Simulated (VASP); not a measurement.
VASP runs on Cd$_{2}$MgP$_{2}$ (space group P-3m1) share one base input (PBE GGA, plane waves, VASP's PBE PAW potentials (set 64)) and change the settings named in each case.

### KPOINTS
```
Automatic mesh
0
Gamma
6 6 3
0 0 0
```

### POSCAR
```
Mg(CdP)2
1
    4.0996910000     0.0000000000     0.0000000000
   -2.0498460000     3.5504370000     0.0000000000
    0.0000000000     0.0000000000     7.0925650000
Mg Cd P
1 2 2
Direct
  0.0000000000   0.0000000000   0.0000000000
  0.3333330000   0.6666670000   0.6300000000
  0.6666670000   0.3333330000   0.3700000000
  0.3333330000   0.6666670000   0.2600000000
  0.6666670000   0.3333330000   0.7400000000
```

INCAR:
```
SYSTEM = Mg(CdP)2
PREC = Accurate; ENCUT = 300; LREAL = F
LASPH = T
EDIFF = 1E-6; NELM = 100; ALGO = Normal
LMAXMIX = 4
ISMEAR = 0; SIGMA = 0.272
GGA = PE
ISIF = 2
LWAVE = F; LCHARG = F
```

POTCAR, in this order: Mg Cd P (PBE.64 set). Program: vasp_std.

| change | E(σ→0) (eV/atom) | pressure (GPa) | largest force (eV/Å) | −TS (eV) |
|---|---|---|---|---|
| base run | -2.8027 | 7.16 | 2.260 | -0.0175 |
| GGA removed, POTCAR Mg Cd P (LDA.64 set) | -3.4902 | ? | ? | ? |
| GGA_COMPAT = .FALSE., LNONCOLLINEAR = .TRUE., LSORBIT = .TRUE., MAGMOM = 0.0 0.0 0.0 0.0 0.0 0.0 0.0 0.0 0.0 0.0 0.0 0.0 0.0 0.0 0.0, program vasp_ncl | -2.8153 | ? | ? | -0.0175 |
| KPOINTS 5×5×3 Γ-centred mesh | -2.7955 | 7.24 | 2.247 | -0.0251 |

Q: Some entries are withheld; supply them.

A: 
- GGA_COMPAT = .FALSE., LNONCOLLINEAR = .TRUE., LSORBIT = .TRUE., MAGMOM = 0.0 0.0 0.0 0.0 0.0 0.0 0.0 0.0 0.0 0.0 0.0 0.0 0.0 0.0 0.0, program vasp_ncl, pressure (GPa): 7.12
- GGA_COMPAT = .FALSE., LNONCOLLINEAR = .TRUE., LSORBIT = .TRUE., MAGMOM = 0.0 0.0 0.0 0.0 0.0 0.0 0.0 0.0 0.0 0.0 0.0 0.0 0.0 0.0 0.0, program vasp_ncl, largest force (eV/Å): 2.253
- GGA removed, POTCAR Mg Cd P (LDA.64 set), pressure (GPa): 1.73
- GGA removed, POTCAR Mg Cd P (LDA.64 set), largest force (eV/Å): 1.832
- GGA removed, POTCAR Mg Cd P (LDA.64 set), −TS (eV): -0.0238

Energies of different potentials or functionals have different zeros.  At 300 eV the pressure can carry a Pulay error.

Left out are runs that ran out of time, are held back, or changed the cell or the kind of run, fixed moments of cells without a moment, rows past the twelfth, gaps on odd meshes, pressures of charged cells and columns that move by less than the noise.

The structure was generated: Cd2MgP2 was put into an ordered model structure, which need not be its known phase. The cell was not relaxed at this level, forces remain on its atoms.
